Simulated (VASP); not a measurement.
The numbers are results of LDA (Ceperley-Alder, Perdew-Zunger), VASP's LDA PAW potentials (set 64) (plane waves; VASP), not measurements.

Input for VASP

**KPOINTS**
```
Automatic mesh
0
Gamma
  9 9 2
0 0 0
```

**POSCAR**
```
MoS2
1
    3.1188283528     0.0000000000     0.0000000000
   -1.5594141764     2.7009850155     0.0000000000
    0.0000000000     0.0000000000    20.3138401532
Mo S
2 4
Direct
  0.6666670000   0.3333330000   0.1471446278
  0.3333330000   0.6666670000   0.8528553722
  0.3333330000   0.6666670000   0.2235802729
  0.6666670000   0.3333330000   0.7764197271
  0.6666670000   0.3333330000   0.9294427418
  0.3333330000   0.6666670000   0.0705572582
```

INCAR:
```
SYSTEM = MoS2
PREC = Accurate
ENCUT = 400
EDIFF = 1E-7
NELM = 100
ALGO = Normal
LREAL = .FALSE.
LASPH = .TRUE.
ISMEAR = -5
LMAXMIX = 4
LWAVE = .FALSE.
LCHARG = .TRUE.
LORBIT = 11
NEDOS = 601
ISIF = 2
LEFG = .TRUE.
```

POTCAR, in this order: Mo_sv S (LDA.64 set). Program: vasp_std.

Output of the run:

File OUTCAR:
```
 ion  position               nearest neighbor table
   1  0.667  0.333  0.147-   3 2.38   3 2.38   3 2.38   6 2.38   6 2.38   6 2.38
   2  0.333  0.667  0.853-   4 2.38   4 2.38   4 2.38   5 2.38   5 2.38   5 2.38
   3  0.333  0.667  0.224-   1 2.38   1 2.38   1 2.38
   4  0.667  0.333  0.776-   2 2.38   2 2.38   2 2.38
   5  0.667  0.333  0.929-   2 2.38   2 2.38   2 2.38
   6  0.333  0.667  0.071-   1 2.38   1 2.38   1 2.38
  LATTYP: Found a hexagonal cell.
 ALAT       =     3.1188283528
 C/A-ratio  =     6.5132921262
 Subroutine PRICEL returns:
 Original cell was already a primitive cell.
 Subroutine GETGRP returns: Found 12 space group operations
The static configuration has the point symmetry D_3d.
The dynamic configuration has the point symmetry D_3d.
 Subroutine INISYM returns: Found 12 space group operations
 Subroutine IBZKPT returns following result:
 Found     24 irreducible k-points:

 Following reciprocal coordinates:
            Coordinates               Weight
  0.000000  0.000000  0.000000      1.000000
  0.111111 -0.000000  0.000000      6.000000
  0.222222  0.000000  0.000000      6.000000
  0.333333  0.000000  0.000000      6.000000
...
```

### OSZICAR
```
       N       E                     dE             d eps       ncg     rms          rms(c)
DAV:   1     0.394098398738E+03    0.39410E+03   -0.25817E+04  1840   0.122E+03
DAV:   2    -0.258481823028E+02   -0.41995E+03   -0.41172E+03  1860   0.346E+02
DAV:   3    -0.508106109577E+02   -0.24962E+02   -0.24751E+02  1869   0.750E+01
DAV:   4    -0.516833207041E+02   -0.87271E+00   -0.87023E+00  1956   0.137E+01
DAV:   5    -0.517070904749E+02   -0.23770E-01   -0.23757E-01  1880   0.224E+00    0.380E+01
DAV:   6    -0.495239966128E+02    0.21831E+01   -0.19255E+01  1723   0.254E+01    0.126E+01
DAV:   7    -0.491778441605E+02    0.34615E+00   -0.82496E+00  1724   0.161E+01    0.912E+00
DAV:   8    -0.488416537299E+02    0.33619E+00   -0.15086E+00  1898   0.731E+00    0.262E+00
DAV:   9    -0.488531867883E+02   -0.11533E-01   -0.17122E-01  2048   0.186E+00    0.129E+00
DAV:  10    -0.488417173591E+02    0.11469E-01   -0.61436E-02  1836   0.147E+00    0.227E-01
DAV:  11    -0.488415798663E+02    0.13749E-03   -0.30332E-03  1876   0.304E-01    0.125E-01
DAV:  12    -0.488415590320E+02    0.20834E-04   -0.33332E-04  1747   0.859E-02    0.745E-02
DAV:  13    -0.488415677629E+02   -0.87309E-05   -0.52455E-04  1884   0.117E-01    0.412E-02
DAV:  14    -0.488416383608E+02   -0.70598E-04   -0.38832E-05  1821   0.343E-02    0.242E-02
DAV:  15    -0.488418144566E+02   -0.17610E-03   -0.52810E-05  1803   0.223E-02    0.148E-02
DAV:  16    -0.488419479926E+02   -0.13354E-03   -0.12172E-05  1679   0.130E-02    0.943E-03
DAV:  17    -0.488420173140E+02   -0.69321E-04   -0.40758E-06  1763   0.848E-03    0.766E-03
DAV:  18    -0.488420958420E+02   -0.78528E-04   -0.31841E-06  1548   0.650E-03    0.260E-03
DAV:  19    -0.488421138910E+02   -0.18049E-04   -0.10845E-06  1645   0.471E-03    0.310E-03
DAV:  20    -0.488421234300E+02   -0.95391E-05   -0.51396E-07  1434   0.307E-03    0.185E-03
DAV:  21    -0.488421245128E+02   -0.10827E-05   -0.32052E-08  1282   0.663E-04    0.723E-04
DAV:  22    -0.488421250002E+02   -0.48748E-06   -0.27304E-08  1217   0.517E-04    0.165E-04
DAV:  23    -0.488421250313E+02   -0.31019E-07   -0.65148E-09  1080   0.317E-04
   1 F= -.48842125E+02 E0= -.48842125E+02  d E =0.000000E+00
```

File OUTCAR:
```
------------------------ aborting loop because EDIFF is reached ----------------------------------------
  FORCE on cell =-STRESS in cart. coord.  units (eV):
  Direction    XX          YY          ZZ          XY          YZ          ZX
  --------------------------------------------------------------------------------------
  Total        0.1148668      0.1148668      0.0480297      0.0000000      0.0000000      0.0000000
  in kB        1.0754728      1.0754732      0.4496912      0.0000000      0.0000000      0.0000000
  external PRESSURE =       0.8668791 kB  Pullay stress =       0.0000000 kB
  volume of cell :      171.12
      direct lattice vectors                 reciprocal lattice vectors
     3.118828353  0.000000000  0.000000000     0.320633227  0.185117650  0.000000000
    -1.559414176  2.700985016  0.000000000     0.000000000  0.370235301  0.000000000
     0.000000000  0.000000000 20.313840153     0.000000000  0.000000000  0.049227521
 POSITION                                       TOTAL-FORCE (eV/Angst)
 -----------------------------------------------------------------------------------
      1.55942      0.90033      2.98907         0.000000      0.000000      0.009871
     -0.00000      1.80066     17.32477        -0.000000      0.000000     -0.009871
     -0.00000      1.80066      4.54177        -0.000000      0.000000      0.018647
      1.55942      0.90033     15.77207         0.000000     -0.000000     -0.018647
      1.55942      0.90033     18.88055         0.000000     -0.000000     -0.003076
     -0.00000      1.80066      1.43329        -0.000000      0.000000      0.003076
 -----------------------------------------------------------------------------------
    total drift:                               -0.000000     -0.000000      0.000000
  FREE ENERGIE OF THE ION-ELECTRON SYSTEM (eV)
  ---------------------------------------------------
  free  energy   TOTEN  =       -48.8421250313 eV

  energy  without entropy=      -48.8421250313  energy(sigma->0) =      -48.84212503

 total charge

# of ion       s       p       d       tot
------------------------------------------
    1        2.306   6.241   4.037  12.583
    2        2.306   6.241   4.037  12.583
    3        1.362   2.345   0.000   3.708
    4        1.362   2.345   0.000   3.708
    5        1.364   2.341   0.000   3.704
    6        1.364   2.341   0.000   3.704
--------------------------------------------------
tot         10.064  21.854   8.073  39.991
```
(Selected blocks of OUTCAR.)

File OUTCAR:
```
 val. band max:        2.4309595257   @ k =   0.0000   0.0000   0.0000

 cond. band min:       3.6484248648   @ k =   0.2222   0.1111   0.0000


 Fermi energy:         2.4851980227

 k-point     1 :       0.0000    0.0000    0.0000
  band No.  band energies     occupation
      1     -58.5401      2.00000
      2     -58.5401      2.00000
      3     -32.9396      2.00000
      4     -32.9395      2.00000
      5     -32.6420      2.00000
      6     -32.6420      2.00000
      7     -32.6420      2.00000
      8     -32.6419      2.00000
      9     -12.5178      2.00000
     10     -12.3134      2.00000
     11     -11.1675      2.00000
     12     -10.8531      2.00000
     13      -4.3678      2.00000
     14      -3.7008      2.00000
     15      -0.7769      2.00000
     16      -0.7769      2.00000
     17      -0.7683      2.00000
     18      -0.7683      2.00000
     19      -0.6731      2.00000
     20       0.3915      2.00000
     21       0.3915      2.00000
     22       0.4246      2.00000
     23       0.4247      2.00000
     24       0.5812      2.00000
     25       1.5448      2.00000
     26       2.4310      2.00000
     27       4.7889      0.00000
     28       4.7890      0.00000
     29       4.8180      0.00000
     30       4.8181      0.00000
     31       5.0391      0.00000

 k-point     2 :       0.1111   -0.0000    0.0000
  band No.  band energies     occupation
      1     -58.5341      2.00000
      2     -58.5341      2.00000
      3     -32.9282      2.00000
      4     -32.9282      2.00000
      5     -32.6987      2.00000
      6     -32.6987      2.00000
      7     -32.6548      2.00000
      8     -32.6547      2.00000
      9     -12.3180      2.00000
     10     -12.1149      2.00000
     11     -11.0774      2.00000
     12     -10.7804      2.00000
     13      -4.1531      2.00000
     14      -3.4893      2.00000
     15      -1.1987      2.00000
     16      -1.1758      2.00000
     17      -1.0997      2.00000
...
```

The cell holds a wide vacuum, so values per volume refer to the whole cell.

The cell is a sheet with vacuum, built from a database entry that may be metastable or hypothetical.
